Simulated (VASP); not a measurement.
# YRe3 (Im-3m) in VASP: reference runs

Aim: a first look at YRe3 with PBE, on the cell as given.

Everything below comes from runs of VASP 6.6.1. Logs are shortened: lines on timing, memory, paths and dates and some standing lists are left out, and cuts for length are marked.

## Step 1: Starting point

The structure is cubic, space group Im-3m (No. 229). The conventional cell has a = 5.615 Å, b = 5.615 Å, c = 5.615 Å, α = 90.00°, β = 90.00°, γ = 90.00°. Y (site symmetry m-3m) has 6 Re at 2.81 Å as nearest neighbours. Around Re (site symmetry 4/mmm) lie 2 Y at 2.81 Å and 4 Re at 2.81 Å.

The cell was built by a generator and needn't be a form met in nature.

## Step 2: Single point, PBE

The input, INCAR:

```
SYSTEM = YRe3
  PREC = Accurate
  ENCUT = 520
  EDIFF = 1E-7
  ISMEAR = -1
  SIGMA = 0.05
  LREAL = .FALSE.
  LASPH = .TRUE.
  NELM = 60
  ALGO = Normal
  ISIF = 2
  LWAVE = .FALSE.
  LCHARG = .TRUE.
  GGA = PE
  LELF = .TRUE.
  LVHAR = .TRUE.
  NBANDS = 24
```

The input, KPOINTS:

```
Automatic mesh
0
G
  7 7 7
  0 0 0
```

The input, POSCAR:

```
YRe3
1.0
   -2.8073924000      2.8073924000      2.8073924000
    2.8073924000     -2.8073924000      2.8073924000
    2.8073924000      2.8073924000     -2.8073924000
Y Re
1 3
Direct
    0.0000000000      0.0000000000      0.0000000000
    0.0000000000      0.5000000000      0.5000000000
    0.5000000000      0.0000000000      0.5000000000
    0.5000000000      0.5000000000      0.0000000000
```

Potentials or basis: VASP PAW PBE potentials, release 64 (Y_sv, Re).

On the command line:

```console
cat potpaw_PBE.64/Y_sv/POTCAR potpaw_PBE.64/Re/POTCAR > POTCAR
mpirun -np 1 vasp_std > vasp.out
```

OUTCAR:

```text
SYSTEM = YRe3
   PREC = Accurate
   ENCUT = 520
   EDIFF = 1E-7
   ISMEAR = -1
   LREAL = .FALSE.
   LASPH = .TRUE.
   NELM = 60
   ISIF = 2
   GGA = PE

 ion  position               nearest neighbor table
   1  0.000  0.000  0.000-   2 2.81   3 2.81   4 2.81   2 2.81   3 2.81   4 2.81
   2  0.000  0.500  0.500-   1 2.81   3 2.81   4 2.81   1 2.81   4 2.81   3 2.81
   3  0.500  0.000  0.500-   1 2.81   2 2.81   4 2.81   4 2.81   1 2.81   2 2.81
   4  0.500  0.500  0.000-   1 2.81   2 2.81   3 2.81   3 2.81   2 2.81   1 2.81

  LATTYP: Found a body centered cubic cell.
 ALAT       =     5.6147848000

  Lattice vectors:

 A1 = (  -2.8073924000,   2.8073924000,   2.8073924000)
 A2 = (   2.8073924000,  -2.8073924000,   2.8073924000)
 A3 = (   2.8073924000,   2.8073924000,  -2.8073924000)

Analysis of symmetry for initial positions (statically):
=====================================================================
 Subroutine PRICEL returns:
 Original cell was already a primitive cell.

 Routine SETGRP: Setting up the symmetry group for a
 body centered cubic supercell.

 Subroutine GETGRP returns: Found 48 space group operations
 (whereof 48 operations were pure point group operations)
 out of a pool of 48 trial point group operations.

The static configuration has the point symmetry O_h .

Analysis of symmetry for dynamics (positions and initial velocities):
=====================================================================
 Subroutine PRICEL returns:
 Original cell was already a primitive cell.

 Routine SETGRP: Setting up the symmetry group for a
 body centered cubic supercell.

 Subroutine GETGRP returns: Found 48 space group operations
 (whereof 48 operations were pure point group operations)
 out of a pool of 48 trial point group operations.

The dynamic configuration has the point symmetry O_h .

 Subroutine INISYM returns: Found 48 space group operations
 (whereof 48 operations are pure point group operations),
 and found     1 'primitive' translations

----------------------------------------------------------------------------------------

                                     Primitive cell

  volume of cell :      88.5053

  direct lattice vectors                    reciprocal lattice vectors
    -2.807392400  2.807392400  2.807392400     0.000000000  0.178101216  0.178101216
     2.807392400 -2.807392400  2.807392400     0.178101216  0.000000000  0.178101216
     2.807392400  2.807392400 -2.807392400     0.178101216  0.178101216  0.000000000

  length of vectors
     4.862546274  4.862546274  4.862546274     0.251873155  0.251873155  0.251873155

  position of ions in fractional coordinates (direct lattice)
     0.000000000  0.000000000  0.000000000
     0.000000000  0.500000000  0.500000000
     0.500000000  0.000000000  0.500000000
     0.500000000  0.500000000  0.000000000

  ion indices of the primitive-cell ions
   primitive index   ion index
                 1           1
                 2           2
                 3           3
                 4           4

----------------------------------------------------------------------------------------

 KPOINTS: Automatic mesh

Automatic generation of k-mesh.
 Grid dimensions read from file:
 generate k-points for:    7    7    7

 Generating k-lattice:

  Cartesian coordinates                     Fractional coordinates (reciprocal lattice)
     0.000000000  0.025443031  0.025443031     0.142857143  0.000000000  0.000000000
     0.025443031  0.000000000  0.025443031     0.000000000  0.142857143  0.000000000
     0.025443031  0.025443031  0.000000000     0.000000000  0.000000000  0.142857143

  Length of vectors
     0.035981879  0.035981879  0.035981879

  Shift w.r.t. Gamma in fractional coordinates (k-lattice)
     0.000000000  0.000000000  0.000000000

 Subroutine IBZKPT returns following result:
 ===========================================

 Found     20 irreducible k-points:

 Following reciprocal coordinates:
            Coordinates               Weight
  0.000000  0.000000  0.000000      1.000000
  0.142857  0.000000  0.000000     12.000000
  0.285714  0.000000  0.000000     12.000000
  0.428571  0.000000  0.000000     12.000000
  0.142857  0.142857  0.000000     24.000000
  0.285714  0.142857 -0.000000     48.000000
[... 12 lines left out ...]
 -0.428571 -0.428571  0.285714      8.000000
 -0.428571  0.428571  0.428571      6.000000
   k-points           NKPTS =     20   k-points in BZ     NKDIM =     20   number of bands    NBANDS=     24
   number of dos      NEDOS =    301   number of ions     NIONS =      4
   total plane-waves  NPLWV =  46656
   dimension x,y,z NGX =    36 NGY =   36 NGZ =   36
   dimension x,y,z NGXF=    72 NGYF=   72 NGZF=   72
   ions per type =               1   3
   NGX,Y,Z   is equivalent  to a cutoff of  12.31, 12.31, 12.31 a.u.
   NGXF,Y,Z  is equivalent  to a cutoff of  24.62, 24.62, 24.62 a.u.
 SYSTEM =  YRe3
   PREC   = accura    normal or accurate (medium, high low for compatibility)
   ISTART =      0    job   : 0-new  1-cont  2-samecut
   ICHARG =      2    charge: 1-file 2-atom 10-const
   ISPIN  =      1    spin polarized calculation?
   LNONCOLLINEAR =      F non collinear calculations
   LSORBIT =      F    spin-orbit coupling
   LASPH  =      T    aspherical Exc in radial PAW
   ENCUT  =  520.0 eV  38.22 Ry    6.18 a.u.   9.04  9.04  9.04*2*pi/ulx,y,z
   NELM   =     60;   NELMIN=  2; NELMDL= -5     # of ELM steps
   EDIFF  = 0.1E-06   stopping-criterion for ELM
   LREAL  =      F    real-space projection
   EDIFFG = 0.1E-05   stopping-criterion for IOM
   NSW    =      0    number of steps for IOM
   IBRION =     -1    ionic relax: 0-MD 1-quasi-New 2-CG
   NFREE  =      0    steps in history (QN), initial steepest desc. (CG)
   ISIF   =      2    stress and relaxation
   ISYM   =      2    0-nonsym 1-usesym 2-fastsym
   POTIM  = 0.5000    time-step for ionic-motion
   TEBEG  =    0.0;   TEEND  =   0.0 temperature during run
   PSTRESS=    0.0 pullay stress
   NELECT =      32.0000    total number of electrons
   NUPDOWN=      -1.0000    fix difference up-down
   EMIN   =  10.00;   EMAX   =-10.00  energy-range for DOS
   EFERMI =   0.00;   METHOD = LEGACY
   ISMEAR =    -1;   SIGMA  =   0.05  broadening in eV -4-tet -1-fermi 0-gaus
   EFERMI_NEDOS =   21; number of points for ismear=-14 and -15
   IALGO  =     38    algorithm
   IMIX   =      4    mixing-type and parameters
     AMIX     =   0.40;   BMIX     =  1.00
     AMIX_MAG =   1.60;   BMIX_MAG =  1.00
  volume/ion in A,a.u.               =      22.13       149.32
  Fermi-wavevector in a.u.,A,eV,Ry     =   1.166277  2.203944 18.506672  1.360202
  Thomas-Fermi vector in A             =   2.302792
   LORBIT       =      0    0 simple, 1 ext, 2 COOP (PROOUT), +10 PAW based schemes
   GGA     = PE    functional components
   LHFCALC =     F    Hartree Fock is set to
   AEXX    =    0.0000 exact exchange contribution
   IVDW    =     0    specifies the selected vdW correction
   LEPSILON=     F    determine dielectric tensor
   LRPA    =     F    only Hartree local field effects (RPA)
 non-spin polarized calculation
  energy-cutoff  :      520.00
  volume of cell :       88.51
 maximum number of plane-waves:      2409
   NGX = 19   NGY = 19   NGZ = 19

 number of electron      32.0000002 magnetization

 Free energy of the ion-electron system (eV)
  ---------------------------------------------------
  ext. energy  EPLUGINS =         0.00000000
  ---------------------------------------------------
  free energy    TOTEN  =       -37.66648339 eV

  energy without entropy =      -37.60834852  energy(sigma->0) =      -37.63741596

 E-fermi :   3.9188     XC(G=0): -11.2960

 val. band max:        3.9180183252   @ k =   0.2857   0.0000   0.0000
 cond. band min:       3.9320518831   @ k =  -0.2857   0.2857   0.1429
 fundamental gap:      0.0140335579
 Fermi energy:         3.9187670957

 k-point     1 :       0.0000    0.0000    0.0000
  band No.  band energies     occupation
      1     -37.1900      2.00000
      2     -17.2985      2.00000
      3     -17.2985      2.00000
      4     -17.2985      2.00000
      5      -2.7745      2.00000
      6       0.1149      2.00000
[... 16 lines left out ...]
     23       8.3385      0.00000
     24       9.8025      0.00000

 k-point     2 :       0.1429    0.0000    0.0000
  band No.  band energies     occupation
      1     -37.1887      2.00000
      2     -17.3151      2.00000
      3     -17.3107      2.00000
      4     -17.3007      2.00000
      5      -2.5045      2.00000
      6       0.2695      2.00000
[... 16 lines left out ...]
     23       8.9982      0.00000
     24       9.1491      0.00000

 k-point     3 :       0.2857    0.0000    0.0000
  band No.  band energies     occupation
      1     -37.1858      2.00000
      2     -17.3520      2.00000
      3     -17.3380      2.00000
      4     -17.3056      2.00000
      5      -1.7605      2.00000
      6       0.6907      2.00000
[... 16 lines left out ...]
     23       7.8736      0.00000
     24       7.9404      0.00000

 k-point     4 :       0.4286    0.0000    0.0000
  band No.  band energies     occupation
      1     -37.1835      2.00000
      2     -17.3810      2.00000
      3     -17.3598      2.00000
      4     -17.3095      2.00000
      5      -0.8068      2.00000
      6       0.5049      2.00000
[... 16 lines left out ...]
     23       6.8357      0.00000
     24       7.5484      0.00000

 k-point     5 :       0.1429    0.1429    0.0000
  band No.  band energies     occupation
      1     -37.1866      2.00000
      2     -17.3447      2.00000
      3     -17.3169      2.00000
      4     -17.3150      2.00000
      5      -1.9950      2.00000
      6       0.5096      2.00000
[... 16 lines left out ...]
     23       7.8576      0.00000
     24       9.0051      0.00000

 k-point     6 :       0.2857    0.1429   -0.0000
  band No.  band energies     occupation
      1     -37.1840      2.00000
      2     -17.3723      2.00000
      3     -17.3454      2.00000
      4     -17.3206      2.00000
      5      -1.1102      2.00000
      6       0.7869      2.00000
[... 16 lines left out ...]
     23       6.8694      0.00000
     24       8.0696      0.00000
[... 271 lines left out ...]
 k-point    17 :      -0.2857    0.2857    0.2857
  band No.  band energies     occupation
      1     -37.1863      2.00000
      2     -17.3709      2.00000
      3     -17.3097      2.00000
      4     -17.3097      2.00000
      5      -1.1892      2.00000
      6       0.5398      2.00000
[... 16 lines left out ...]
     23       6.6213      0.00000
     24       9.3463      0.00000

 k-point    18 :      -0.4286    0.4286    0.2857
  band No.  band energies     occupation
      1     -37.1865      2.00000
      2     -17.3519      2.00000
      3     -17.3237      2.00000
      4     -17.3120      2.00000
      5      -0.6137      2.00000
      6       0.1784      2.00000
[... 16 lines left out ...]
     23       7.8190      0.00000
     24       8.8749      0.00000

 k-point    19 :      -0.4286   -0.4286    0.2857
  band No.  band energies     occupation
      1     -37.1872      2.00000
      2     -17.3268      2.00000
      3     -17.3268      2.00000
      4     -17.3213      2.00000
      5      -0.2450      2.00000
      6      -0.2450      2.00000
[... 16 lines left out ...]
     23       8.6756      0.00000
     24       8.6758      0.00000

 k-point    20 :      -0.4286    0.4286    0.4286
  band No.  band energies     occupation
      1     -37.1882      2.00000
      2     -17.3256      2.00000
      3     -17.3134      2.00000
      4     -17.3134      2.00000
      5      -0.4716      2.00000
      6      -0.2369      2.00000
[... 16 lines left out ...]
     23       8.7456      0.00000
     24       9.0824      0.00000

------------------------ aborting loop because EDIFF is reached ----------------------------------------

  FORCE on cell =-STRESS in cart. coord.  units (eV):
  Direction    XX          YY          ZZ          XY          YZ          ZX
  --------------------------------------------------------------------------------------
  -------------------------------------------------------------------------------------
  Total       -9.0265290     -9.0265290     -9.0265290     -0.0000000     -0.0000000      0.0000000
  in kB     -163.4037482   -163.4037482   -163.4037482     -0.0000000     -0.0000000      0.0000000
  external PRESSURE =    -163.4037482 kB  Pullay stress =       0.0000000 kB

 VOLUME and BASIS-vectors are now :
 -----------------------------------------------------------------------------
  energy-cutoff  :      520.00
  volume of cell :       88.51
      direct lattice vectors                 reciprocal lattice vectors
    -2.807392400  2.807392400  2.807392400     0.000000000  0.178101216  0.178101216
     2.807392400 -2.807392400  2.807392400     0.178101216  0.000000000  0.178101216
     2.807392400  2.807392400 -2.807392400     0.178101216  0.178101216  0.000000000

 POSITION                                       TOTAL-FORCE (eV/Angst)
 -----------------------------------------------------------------------------------
      0.00000      0.00000      0.00000        -0.000000     -0.000000     -0.000000
      2.80739      0.00000      0.00000         0.000000      0.000000     -0.000000
      0.00000      2.80739      0.00000         0.000000      0.000000      0.000000
      0.00000      0.00000      2.80739        -0.000000     -0.000000     -0.000000
 -----------------------------------------------------------------------------------
    total drift:                                0.000000      0.000000     -0.000000

  FREE ENERGIE OF THE ION-ELECTRON SYSTEM (eV)
  ---------------------------------------------------
  free  energy   TOTEN  =       -37.6664833901 eV

  energy  without entropy=      -37.6083485232  energy(sigma->0) =      -37.63741596
```

Wall time 28 s (1 thread of Intel Xeon 6975P-C (Granite Rapids), shared host); peak memory 0.23 GiB.

Results:

```yaml
Free_energy: -37.6665 eV
Pressure: -16.3 GPa
Band_gap_on_the_k_mesh: none (metal or under the smearing width)
```

Caveat: so large a pressure means that the cell lies far from this level's equilibrium, or that cutoff or potentials fall short. The run has no spin-orbit coupling, so splittings on Re are missing.
